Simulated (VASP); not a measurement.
Consider the following.

```xyz
2
Lattice="0.0000 1.7883 1.7883 1.7883 0.0000 1.7883 1.7883 1.7883 0.0000" Properties=species:S:1:pos:R:3 pbc="T T T"
B      0.0000     0.0000     0.0000
N      0.8942     0.8942     0.8942
```

Calculation: r2SCAN meta-GGA, VASP's PBE PAW potentials (set 64) (plane waves; VASP). Run with 520 eV cut-off, 12×12×12 Γ-centred mesh, Gaussian smearing of 0.050 eV, potentials B N.

Problem. Give the stress tensor in GPa (positive for a compressed cell).

Solution. 
```
12.60   0.00   0.00
 0.00  12.60   0.00
 0.00   0.00  12.60
```
The pressure is its mean diagonal, 12.60 GPa.

The compound is BN in the zinc blende structure. This cell is one point of a volume scan, at 0.97 of the reference volume.
